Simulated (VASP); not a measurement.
Output of a VASP run:

OSZICAR:
```
       N       E                     dE             d eps       ncg     rms          rms(c)
DAV:   1     0.736087049662E+03    0.73609E+03   -0.42673E+04   584   0.108E+03
DAV:   2    -0.237480965253E+02   -0.75984E+03   -0.73488E+03   558   0.347E+02
DAV:   3    -0.765728493210E+02   -0.52825E+02   -0.52077E+02   608   0.845E+01
DAV:   4    -0.779978518690E+02   -0.14250E+01   -0.14186E+01   624   0.134E+01
DAV:   5    -0.780236939510E+02   -0.25842E-01   -0.25831E-01   642   0.185E+00    0.428E+01
DAV:   6    -0.768472384085E+02    0.11765E+01   -0.12162E+01   578   0.178E+01    0.188E+01
DAV:   7    -0.765960435731E+02    0.25119E+00   -0.61990E+00   568   0.133E+01    0.145E+01
DAV:   8    -0.762541036812E+02    0.34194E+00   -0.12805E+00   560   0.646E+00    0.649E-01
DAV:   9    -0.762552048285E+02   -0.11011E-02   -0.10175E-01   616   0.115E+00    0.360E-01
DAV:  10    -0.762549245607E+02    0.28027E-03   -0.60116E-03   568   0.382E-01    0.177E-01
DAV:  11    -0.762551379183E+02   -0.21336E-03   -0.68325E-04   592   0.115E-01    0.779E-02
DAV:  12    -0.762551521651E+02   -0.14247E-04   -0.14969E-04   584   0.582E-02    0.342E-02
DAV:  13    -0.762551563422E+02   -0.41772E-05   -0.10061E-05   584   0.131E-02    0.244E-02
DAV:  14    -0.762551570024E+02   -0.66018E-06   -0.41511E-06   464   0.104E-02
   1 F= -.76255157E+02 E0= -.76255157E+02  d E =-.118081E-22
```

File OUTCAR:
```
------------------------ aborting loop because EDIFF is reached ----------------------------------------
  FORCE on cell =-STRESS in cart. coord.  units (eV):
  Direction    XX          YY          ZZ          XY          YZ          ZX
  --------------------------------------------------------------------------------------
  Total       10.5562263     10.5562263     10.5562263     -0.0000000      0.0000000      0.0000000
  in kB       99.1691223     99.1691223     99.1691223     -0.0000000      0.0000000      0.0000000
  external PRESSURE =      99.1691223 kB  Pullay stress =       0.0000000 kB
  volume of cell :      170.55
      direct lattice vectors                 reciprocal lattice vectors
     5.545588000  0.000000000  0.000000000     0.180323529  0.000000000  0.000000000
     0.000000000  5.545588000  0.000000000     0.000000000  0.180323529  0.000000000
     0.000000000  0.000000000  5.545588000     0.000000000  0.000000000  0.180323529
 POSITION                                       TOTAL-FORCE (eV/Angst)
 -----------------------------------------------------------------------------------
      0.00000      2.77279      2.77279         0.000000      0.000000      0.000000
      2.77279      2.77279      0.00000         0.000000      0.000000      0.000000
      2.77279      0.00000      2.77279         0.000000      0.000000      0.000000
      0.00000      0.00000      0.00000         0.000000      0.000000      0.000000
      2.15280      0.62000      4.92559        -0.124491      0.124491     -0.124491
      3.39279      4.92559      0.62000         0.124491     -0.124491      0.124491
      0.62000      4.92559      2.15280         0.124491     -0.124491     -0.124491
      4.92559      0.62000      3.39279        -0.124491      0.124491      0.124491
      4.92559      2.15280      0.62000        -0.124491     -0.124491      0.124491
      0.62000      3.39279      4.92559         0.124491      0.124491     -0.124491
      3.39279      3.39279      3.39279         0.124491      0.124491      0.124491
      2.15280      2.15280      2.15280        -0.124491     -0.124491     -0.124491
 -----------------------------------------------------------------------------------
    total drift:                               -0.000000      0.000000     -0.000000
  FREE ENERGIE OF THE ION-ELECTRON SYSTEM (eV)
  ---------------------------------------------------
  free  energy   TOTEN  =       -76.2551570024 eV

  energy  without entropy=      -76.2551570024  energy(sigma->0) =      -76.25515700
```
(Selected blocks of OUTCAR.)

POSCAR:
```
RuS2
1
    5.5455880000     0.0000000000     0.0000000000
    0.0000000000     5.5455880000     0.0000000000
    0.0000000000     0.0000000000     5.5455880000
Ru S
4 8
Direct
  0.0000000000   0.5000000000   0.5000000000
  0.5000000000   0.5000000000   0.0000000000
  0.5000000000   0.0000000000   0.5000000000
  0.0000000000   0.0000000000   0.0000000000
  0.3882000000   0.1118000000   0.8882000000
  0.6118000000   0.8882000000   0.1118000000
  0.1118000000   0.8882000000   0.3882000000
  0.8882000000   0.1118000000   0.6118000000
  0.8882000000   0.3882000000   0.1118000000
  0.1118000000   0.6118000000   0.8882000000
  0.6118000000   0.6118000000   0.6118000000
  0.3882000000   0.3882000000   0.3882000000
```

Question: Reconstruct the remaining input files.

Answer: One answer among several that fit: the input of the run itself, PBE GGA, plane waves, VASP's PBE PAW potentials (set 64).

**INCAR**
```
SYSTEM=RuS2
PREC=Accurate; ENCUT=300; LREAL=F
LASPH=T
EDIFF=1E-6; NELM=100; ALGO=Normal
LMAXMIX=4
ISMEAR=0; SIGMA=0.05
GGA=PE
ISIF=2
LWAVE=F; LCHARG=F
```

KPOINTS:
```
Automatic mesh
0
Gamma
3 3 3
0 0 0
```

POTCAR, in this order: Ru_pv S (PBE.64 set). Program: vasp_std.

At this cut-off the stress carries a Pulay error, which pulls relaxed volumes low.

The structure comes from a computed database's RuS2 entry; how it stands against other phases isn't given here. The cell was not relaxed at this level.
